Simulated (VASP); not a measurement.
# Ta: the relaxed cell at several levels, part 2 of 3

How close do the usual functionals, with and without dispersion, come to the cell of Ta? LASPH is on for some levels and off for others; the table marks which. The start is a cell from a database of measured crystal structures.

VASP 6.6.1, plane waves and PAW; the level of theory is named at each step.

Still holding for the runs below: This run has no spin polarisation. Its electron count is odd, so without a moment it is a metal by construction. The k-mesh is coarse for a metal.

So far, final volume (Å³): step 2 (relaxation, level LDA) 17.2; step 3 (relaxation, level PBEsol) 17.5.

**4. Relaxation with PBE**

This step: PBE; plane waves and PAW (Ta_pv) (VASP 6.6.1).

PBE, the usual starting point, adds the gradient of the density.

Contents of INCAR:

```
SYSTEM = Ta
PREC = Accurate
ENCUT = 520
EDIFF = 1E-06
NELM = 100
ISMEAR = -1
SIGMA = 0.05
LREAL = .FALSE.
ALGO = Normal
GGA = PE
NBANDS = 11
LORBIT = 11
LWAVE = .FALSE.
LCHARG = .FALSE.
KPAR = 2
IBRION = 2
NSW = 60
ISIF = 3
EDIFFG = -0.01
```

Contents of POSCAR:

```
Ta
1.0
   -1.6512800000      1.6512800000      1.6512800000
    1.6512800000     -1.6512800000      1.6512800000
    1.6512800000      1.6512800000     -1.6512800000
Ta
1
Direct
    0.0000000000      0.0000000000      0.0000000000
```

Contents of KPOINTS:

```
Automatic mesh
0
Gamma
8 8 8
0 0 0
```

The projector-augmented-wave data sets are Ta_pv (PBE family, release 64).

Command:

```console
mpirun -np 2 vasp_std
```

What it wrote:

```text
[banner, memory and clock lines left out]
running    2 mpi-ranks, on    1 nodes
[...]
LDA part: xc-table for (Slater+PW92), standard interpolation
 POSCAR, INCAR and KPOINTS ok, starting setup
[...]
entering main loop
       N       E                     dE             d eps       ncg     rms          rms(c)
DAV:   1     0.570548612159E+02    0.57055E+02   -0.63664E+03   638   0.949E+02
DAV:   2    -0.111676811912E+02   -0.68223E+02   -0.66967E+02   698   0.249E+02
DAV:   3    -0.122735392287E+02   -0.11059E+01   -0.10585E+01   759   0.289E+01
DAV:   4    -0.122781931462E+02   -0.46539E-02   -0.46535E-02   719   0.189E+00
[...]
DAV:   9    -0.118371150859E+02   -0.41397E-05   -0.51441E-05   700   0.636E-02    0.248E-02
DAV:  10    -0.118371100822E+02    0.50037E-05   -0.32442E-06   738   0.220E-02    0.542E-03
DAV:  11    -0.118371099267E+02    0.15557E-06   -0.50969E-07   376   0.797E-03
   1 F= -.11837110E+02 E0= -.11833399E+02  d E =-.118371E+02
[...]
DAV:   3    -0.118353885140E+02    0.42648E-02   -0.11905E-02   695   0.117E+00    0.180E-01
DAV:   4    -0.118354525505E+02   -0.64036E-04   -0.13536E-04   796   0.127E-01    0.182E-02
DAV:   5    -0.118354526017E+02   -0.51218E-07   -0.76774E-06   728   0.283E-02
   2 F= -.11835453E+02 E0= -.11831292E+02  d E =0.165732E-02
 trial-energy change:    0.001657  1 .order    0.001622   -0.002572    0.005816
 step:   0.3013(harm=  0.3066)  dis= 0.00000  next Energy=   -11.837496 (dE=-0.387E-03)
[...]
N       E                     dE             d eps       ncg     rms          rms(c)
DAV:   1    -0.118489580216E+02   -0.13505E-01   -0.34217E-01   662   0.724E+00    0.964E-01
DAV:   2    -0.118395463567E+02    0.94117E-02   -0.11151E-02   668   0.117E+00    0.319E-01
DAV:   3    -0.118374519391E+02    0.20944E-02   -0.57953E-03   692   0.823E-01    0.130E-01
DAV:   4    -0.118374960703E+02   -0.44131E-04   -0.66451E-05   793   0.894E-02    0.129E-02
DAV:   5    -0.118374974876E+02   -0.14172E-05   -0.43990E-06   719   0.217E-02    0.617E-03
DAV:   6    -0.118374972854E+02    0.20214E-06   -0.15408E-07   367   0.478E-03
   3 F= -.11837497E+02 E0= -.11833660E+02  d E =-.387359E-03
[...]
reached required accuracy - stopping structural energy minimisation
```

It took 12 s on 2 MPI ranks of AMD EPYC 7R43, shared host; peak memory 0.19 GiB; 22 s of CPU time.

OUTCAR, selected parts (step 4):

```text
  Total        0.0004151      0.0004151      0.0004151      0.0000000      0.0000000      0.0000000
  in kB        0.0367143      0.0367143      0.0367143      0.0000000      0.0000000      0.0000000
  external PRESSURE =       0.0367143 kB  Pullay stress =       0.0000000 kB

 POSITION                                       TOTAL-FORCE (eV/Angst)
 -----------------------------------------------------------------------------------
     -0.00000      0.00000      0.00000        -0.000000      0.000000     -0.000000
 -----------------------------------------------------------------------------------
    total drift:                               -0.000000      0.000000      0.000000

  FREE ENERGIE OF THE ION-ELECTRON SYSTEM (eV)
  ---------------------------------------------------
  free  energy   TOTEN  =       -11.8374972854 eV

  energy  without entropy=      -11.8298219489  energy(sigma->0) =      -11.83365962

[... 2 parts as in an earlier step ...]

[... 2 further parts left out ...]
[key lines of the parts left out:]
E-fermi :   5.4666
```

Step by step:

```csv
step,energy less that of the first step (eV),largest force (eV/Å),pressure (GPa),volume (Å³)
1,0.0000,0.0000,1.19,18.01
2,0.0017,0.0000,-2.63,18.36
3,-0.0004,0.0000,0.00,18.12
```

```csv
"conventional cell, symmetrised",before,after,change
a (Å),3.303,3.309,+0.2 %
b (Å),3.303,3.309,+0.2 %
c (Å),3.303,3.309,+0.2 %
volume (Å³/atom),18.01,18.12,+0.6 %
```

Final coordinates:

```xyz
1
Lattice="-1.6545 1.6545 1.6545 1.6545 -1.6545 1.6545 1.6545 1.6545 -1.6545" Properties=species:S:1:pos:R:3 pbc="T T T"
Ta    0.0000    0.0000    0.0000
```

It ends at 18.12 Å³/atom, +0.6 % from the start, with 0.00 GPa left. The conventional cell has a = 3.309 Å.

**5. Relaxation with r2SCAN**

This step: r2SCAN; plane waves and PAW (Ta_pv) (VASP 6.6.1).

r2SCAN adds the kinetic-energy density, costs more than a GGA and is run with LASPH.

Edit INCAR of step 4 so:

```diff
@@ -9,3 +9,4 @@
 ALGO = Normal
-GGA = PE
+METAGGA = R2SCAN
+LASPH = .TRUE.
 NBANDS = 11
```

POSCAR is that of step 4.

KPOINTS is that of step 4.

Command:

```console
mpirun -np 2 vasp_std
```

What it wrote:

```text
[banner, memory and clock lines left out]
running    2 mpi-ranks, on    1 nodes
[...]
[... a notice as in an earlier step ...]

 LDA part: xc-table for (None), standard interpolation
 POSCAR, INCAR and KPOINTS ok, starting setup
[...]
entering main loop
       N       E                     dE             d eps       ncg     rms          rms(c)
DAV:   1     0.197302577628E+02    0.19730E+02   -0.65350E+03   638   0.980E+02
DAV:   2    -0.507180479716E+02   -0.70448E+02   -0.68945E+02   695   0.257E+02
DAV:   3    -0.519083460954E+02   -0.11903E+01   -0.11553E+01   746   0.308E+01
DAV:   4    -0.519139897057E+02   -0.56436E-02   -0.56400E-02   745   0.208E+00
[...]
DAV:  11    -0.485969980879E+02    0.23565E-04   -0.39796E-05   720   0.681E-02    0.378E-03
DAV:  12    -0.485969992105E+02   -0.11226E-05   -0.96782E-07   405   0.110E-02    0.373E-03
DAV:  13    -0.485969987531E+02    0.45736E-06   -0.19595E-07   334   0.539E-03
   1 F= -.48596999E+02 E0= -.48592580E+02  d E =-.485970E+02
[...]
DAV:   2    -0.485999594594E+02    0.21680E-01   -0.26731E-02   668   0.183E+00    0.529E-01
DAV:   3    -0.485947461058E+02    0.52134E-02   -0.15250E-02   674   0.132E+00    0.217E-01
DAV:   4    -0.485948853388E+02   -0.13923E-03   -0.10828E-04   688   0.125E-01    0.295E-02
DAV:   5    -0.485948863038E+02   -0.96500E-06   -0.83929E-06   698   0.303E-02
   2 F= -.48594886E+02 E0= -.48591110E+02  d E =0.211245E-02
 trial-energy change:    0.002112  1 .order    0.002164   -0.003188    0.007516
 step:   0.3039(harm=  0.2979)  dis= 0.00000  next Energy=   -48.597485 (dE=-0.486E-03)
[...]
N       E                     dE             d eps       ncg     rms          rms(c)
DAV:   1    -0.486104518989E+02   -0.15567E-01   -0.44382E-01   641   0.838E+00    0.109E+00
DAV:   2    -0.485999514781E+02    0.10500E-01   -0.13563E-02   665   0.128E+00    0.363E-01
DAV:   3    -0.485974466314E+02    0.25048E-02   -0.72983E-03   671   0.903E-01    0.144E-01
DAV:   4    -0.485974888046E+02   -0.42173E-04   -0.55649E-05   688   0.887E-02    0.216E-02
DAV:   5    -0.485974895755E+02   -0.77083E-06   -0.24568E-06   682   0.161E-02
   3 F= -.48597490E+02 E0= -.48593278E+02  d E =-.490822E-03
[...]
reached required accuracy - stopping structural energy minimisation
```

Wall time 54 s (2 MPI ranks); peak memory 0.23 GiB; 1.8 min of CPU time.

OUTCAR, selected parts (step 5):

```text
  Total        0.0018466      0.0018466      0.0018466      0.0000000      0.0000000      0.0000000
  in kB        0.1653469      0.1653469      0.1653469      0.0000000      0.0000000      0.0000000
  external PRESSURE =       0.1653469 kB  Pullay stress =       0.0000000 kB

 POSITION                                       TOTAL-FORCE (eV/Angst)
 -----------------------------------------------------------------------------------
      0.00000      0.00000     -0.00000        -0.000000     -0.000000     -0.000000
 -----------------------------------------------------------------------------------
    total drift:                               -0.000000      0.000000      0.000000

  FREE ENERGIE OF THE ION-ELECTRON SYSTEM (eV)
  ---------------------------------------------------
  free  energy   TOTEN  =       -48.5974895755 eV

  energy  without entropy=      -48.5890667216  energy(sigma->0) =      -48.59327815

[... 2 parts as in an earlier step ...]

[... 2 further parts left out ...]
[key lines of the parts left out:]
E-fermi :   5.4134
```

Relaxation path:

```csv
step,energy less that of the first step (eV),largest force (eV/Å),pressure (GPa),volume (Å³)
1,0.0000,0.0000,-1.32,18.01
2,0.0021,0.0000,3.18,17.63
3,-0.0005,0.0000,0.02,17.89
```

```csv
"conventional cell, symmetrised",before,after,change
a (Å),3.303,3.295,-0.2 %
b (Å),3.303,3.295,-0.2 %
c (Å),3.303,3.295,-0.2 %
volume (Å³/atom),18.01,17.89,-0.7 %
```

Final coordinates:

```
Ta
1.0
    -1.64769    1.64769    1.64769
     1.64769   -1.64769    1.64769
     1.64769    1.64769   -1.64769
Ta
1
Direct
  0.00000 0.00000 0.00000
```

It ends at 17.89 Å³/atom, -0.7 % from the start, with 0.02 GPa left. The conventional cell has a = 3.295 Å.

**6. Relaxation with PBE + D3(BJ)**

This step: PBE with D3(BJ); plane waves and PAW (Ta_pv) (VASP 6.6.1).

A dispersion term adds the long-range attraction that semilocal functionals lack. D3 with Becke-Johnson damping keeps a finite attraction at short range.

Edit INCAR of step 5 so:

```diff
@@ -9,4 +9,4 @@
 ALGO = Normal
-METAGGA = R2SCAN
-LASPH = .TRUE.
+GGA = PE
+IVDW = 12
 NBANDS = 11
```

POSCAR is that of step 5.

KPOINTS is that of step 5.

Command:

```console
mpirun -np 2 vasp_std
```

What it wrote:

```text
[... set-up lines as in an earlier step ...]
 entering main loop
       N       E                     dE             d eps       ncg     rms          rms(c)
[... 11 cycles as in an earlier step ...]
   1 F= -.12499580E+02 E0= -.12495869E+02  d E =-.124996E+02
[...]
2 F= -.12464624E+02 E0= -.12461746E+02  d E =0.349560E-01
[...]
3 F= -.12506206E+02 E0= -.12502910E+02  d E =-.662686E-02
[...]
4 F= -.12506209E+02 E0= -.12502919E+02  d E =-.662976E-02
[...]
reached required accuracy - stopping structural energy minimisation
```

It took 17 s on 2 MPI ranks; peak memory 0.24 GiB.

Parts of OUTCAR (step 6):

```text
 Edisp (eV)   -0.67860

 Edisp (eV)   -0.67893

  Total      -0.00026    -0.00026    -0.00026     0.00000     0.00000    -0.00000
  in kB      -0.02366    -0.02366    -0.02366     0.00000     0.00000    -0.00000
  external pressure =       -0.02 kB  Pullay stress =        0.00 kB

 POSITION                                       TOTAL-FORCE (eV/Angst)
 -----------------------------------------------------------------------------------
      1.63830     -1.63830      1.63830         0.000000     -0.000000      0.000000
 -----------------------------------------------------------------------------------
    total drift:                                0.000000     -0.000000      0.000000

  FREE ENERGIE OF THE ION-ELECTRON SYSTEM (eV)
  ---------------------------------------------------
  free  energy   TOTEN  =       -12.5062093275 eV

  energy  without entropy=      -12.4996289835  energy(sigma->0) =      -12.50291916

[... 2 parts as in an earlier step ...]

[... 2 further parts left out ...]
[key lines of the parts left out:]
E-fermi :   5.6843
```

Dispersion corrections of this kind ignore metallic screening and tend to overbind metals.

It ends at 17.59 Å³/atom, -2.3 % from the start, with 0.00 GPa left. The conventional cell has a = 3.277 Å. Against plain PBE, the dispersion term moves a by -1.0 %.

**7. Relaxation with r2SCAN + rVV10**

This step: r2SCAN with rVV10; plane waves and PAW (Ta_pv) (VASP 6.6.1).

LUSE_VDW switches on a nonlocal correlation term for dispersion.

Edit INCAR of step 6 so:

```diff
@@ -9,4 +9,8 @@
 ALGO = Normal
-GGA = PE
-IVDW = 12
+METAGGA = R2SCAN
+LUSE_VDW = .TRUE.
+IVDW_NL = 2
+BPARAM = 11.95
+CPARAM = 0.0093
+LASPH = .TRUE.
 NBANDS = 11
```

POSCAR is that of step 6.

KPOINTS is that of step 6.

Command:

```console
mpirun -np 2 vasp_std
```

What it wrote:

```text
[banner, memory and clock lines left out]
running    2 mpi-ranks, on    1 nodes
[...]
|                                                                             |
|               ----> ADVICE to this user running VASP <----                  |
|                                                                             |
|     You have switched on vdW-DFT.                                           |
|     This routine was written and supplied by Jiri Klimes. We recommend      |
|     that you carefully read and cite the following publications:            |
|       J. Klimes, D.R. Bowler, A. Michelides                                 |
|          J. Phys.: Cond Matt. 22 022201 (2010)                              |
|       J. Klimes, D.R. Bowler, A. Michelides                                 |
|          Phys. Rev. B. 83, 195131 (2011)                                    |
|     and references therein.                                                 |
|                                                                             |

[...]
DAV:   3    -0.484263133788E+02    0.92170E-02   -0.26797E-02   674   0.173E+00    0.275E-01
Total rVV10 correction in eV:      0.1705639    12.3843152
Total rVV10 correction in eV:      0.1705639    12.3843152
DAV:   4    -0.484264903294E+02   -0.17695E-03   -0.20929E-04   688   0.171E-01    0.440E-02
Total rVV10 correction in eV:      0.1705410    12.3843152
Total rVV10 correction in eV:      0.1705410    12.3843152
DAV:   5    -0.484264945608E+02   -0.42314E-05   -0.79702E-06   704   0.291E-02    0.235E-02
Total rVV10 correction in eV:      0.1705340    12.3843152
Total rVV10 correction in eV:      0.1705340    12.3843152
DAV:   6    -0.484264972038E+02   -0.26430E-05   -0.20493E-07   364   0.520E-03    0.110E-03
Total rVV10 correction in eV:      0.1705360    12.3843152
Total rVV10 correction in eV:      0.1705360    12.3843152
DAV:   7    -0.484264973472E+02   -0.14335E-06   -0.99477E-09   319   0.124E-03
Total rVV10 correction in eV:      0.1705366    12.3843152
Total rVV10 correction in eV:      0.1705366    12.3843152
Total rVV10 correction in eV:      0.1705368    12.3843152
Total rVV10 correction in eV:      0.1705368    12.3843152
   3 F= -.48426497E+02 E0= -.48422433E+02  d E =-.171242E-02
[...]
reached required accuracy - stopping structural energy minimisation
```

Elapsed: 1.7 min, on 2 MPI ranks; peak memory 0.35 GiB.

From OUTCAR (step 7):

```text
  Total       -0.0014119     -0.0014119     -0.0014119     -0.0000000     -0.0000000      0.0000000
  in kB       -0.1271361     -0.1271361     -0.1271361     -0.0000000     -0.0000000      0.0000000
  external PRESSURE =      -0.1271361 kB  Pullay stress =       0.0000000 kB

 POSITION                                       TOTAL-FORCE (eV/Angst)
 -----------------------------------------------------------------------------------
      0.00000      0.00000      0.00000        -0.000000      0.000000     -0.000000
 -----------------------------------------------------------------------------------
    total drift:                               -0.000000      0.000000      0.000000

  FREE ENERGIE OF THE ION-ELECTRON SYSTEM (eV)
  ---------------------------------------------------
  free  energy   TOTEN  =       -48.4264973472 eV

  energy  without entropy=      -48.4183685253  energy(sigma->0) =      -48.42243294

[... 2 parts as in an earlier step ...]

[... 2 further parts left out ...]
[key lines of the parts left out:]
E-fermi :   5.4457
```

It ends at 17.79 Å³/atom, -1.2 % from the start, with -0.01 GPa left. The conventional cell has a = 3.289 Å. Against plain r2SCAN, the dispersion term moves a by -0.2 %.

**8. Relaxation with AM05**

This step: AM05; plane waves and PAW (Ta_pv) (VASP 6.6.1).

AM05 is built from the electron gas and the surface model, and does well on lattice constants.

Edit INCAR of step 7 so:

```diff
@@ -9,8 +9,3 @@
 ALGO = Normal
-METAGGA = R2SCAN
-LUSE_VDW = .TRUE.
-IVDW_NL = 2
-BPARAM = 11.95
-CPARAM = 0.0093
-LASPH = .TRUE.
+GGA = AM
 NBANDS = 11
```

POSCAR is that of step 7.

KPOINTS is that of step 7.

Command:

```console
mpirun -np 2 vasp_std
```

What it wrote:

```text
[... set-up lines as in an earlier step ...]
 entering main loop
       N       E                     dE             d eps       ncg     rms          rms(c)
DAV:   1     0.564356703436E+02    0.56436E+02   -0.63662E+03   638   0.949E+02
DAV:   2    -0.117262818128E+02   -0.68162E+02   -0.66912E+02   698   0.249E+02
DAV:   3    -0.128244203655E+02   -0.10981E+01   -0.10505E+01   759   0.288E+01
DAV:   4    -0.128289793772E+02   -0.45590E-02   -0.45586E-02   716   0.187E+00
[...]
DAV:   9    -0.123468698771E+02   -0.84709E-06   -0.54506E-05   709   0.696E-02    0.227E-02
DAV:  10    -0.123468687249E+02    0.11522E-05   -0.20578E-06   689   0.173E-02    0.440E-03
DAV:  11    -0.123468685894E+02    0.13548E-06   -0.28453E-07   397   0.603E-03
   1 F= -.12346869E+02 E0= -.12343154E+02  d E =-.123469E+02
[...]
2 F= -.12285482E+02 E0= -.12282636E+02  d E =0.613870E-01
[...]
3 F= -.12358304E+02 E0= -.12355129E+02  d E =-.114353E-01
[...]
4 F= -.12358314E+02 E0= -.12355149E+02  d E =-.114453E-01
[...]
reached required accuracy - stopping structural energy minimisation
```

Elapsed: 17 s, on 2 MPI ranks; peak memory 0.22 GiB; 32 s of CPU time.

From OUTCAR (step 8):

```text
  Total       -0.0044084     -0.0044084     -0.0044084      0.0000000     -0.0000000      0.0000000
  in kB       -0.4045308     -0.4045308     -0.4045308      0.0000000     -0.0000000      0.0000000
  external PRESSURE =      -0.4045308 kB  Pullay stress =       0.0000000 kB

 POSITION                                       TOTAL-FORCE (eV/Angst)
 -----------------------------------------------------------------------------------
      1.63428      1.63428      1.63428        -0.000000      0.000000      0.000000
 -----------------------------------------------------------------------------------
    total drift:                               -0.000000     -0.000000      0.000000

  FREE ENERGIE OF THE ION-ELECTRON SYSTEM (eV)
  ---------------------------------------------------
  free  energy   TOTEN  =       -12.3583138829 eV

  energy  without entropy=      -12.3519845340  energy(sigma->0) =      -12.35514921

[... 2 parts as in an earlier step ...]

[... 2 further parts left out ...]
[key lines of the parts left out:]
E-fermi :   5.5580
```

It ends at 17.46 Å³/atom, -3.1 % from the start, with -0.04 GPa left. The conventional cell has a = 3.269 Å.

[end of part 2 of 3]

[Lines on the potential files, build, host, timing and source positions are cut from VASP's logs without a mark.]

[Logs are printed without paths, hosts, clocks, repeated set-up lines and the standing remarks that a program may print on its own settings, such as how far it seeks lower states.]

[Hosts, paths, dates, database ids (printed as entryN), source tags and the programs' standing remarks are cut or masked in the printed files.]

[A measured line is paired with the nearest computed mode of its activity, which favours agreement.]
